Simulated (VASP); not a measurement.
Consider the following.

```xyz
2
Lattice="2.8188 0.0000 0.0000 0.0000 2.8188 0.0000 0.0000 0.0000 2.8188" Properties=species:S:1:pos:R:3 pbc="T T T"
Al     1.4094     1.4094     1.4094
Co     0.0000     0.0000     0.0000
```

Method: PBE GGA with D3 dispersion (Becke-Johnson damping), VASP's PBE PAW potentials (set 64) (plane waves; VASP). Run with 520 eV cut-off, Gaussian smearing of 0.050 eV, potentials Al Co.

Question: Give the energies of bands 1 to 9 at the high-symmetry points, in eV from the Fermi level.

Answer: 
```tsv
band	Γ	X	M	R
1	-11.33	-6.94	-5.44	-4.13
2	-3.15	-6.83	-3.23	-4.13
3	-3.15	-2.53	-2.78	-4.13
4	-0.92	-1.83	-2.78	-0.25
5	-0.92	-1.83	-1.62	-0.25
6	-0.92	-0.81	-1.62	2.35
7	6.10	0.15	-0.29	2.35
8	6.10	8.41	2.49	2.35
9	6.10	10.76	3.61	4.39
```

It has no gap at this level: it comes out as a metal or semimetal.

The compound is CoAl in the CsCl type structure. It was relaxed first. The run is not spin-polarised, so no magnetic state was tried.
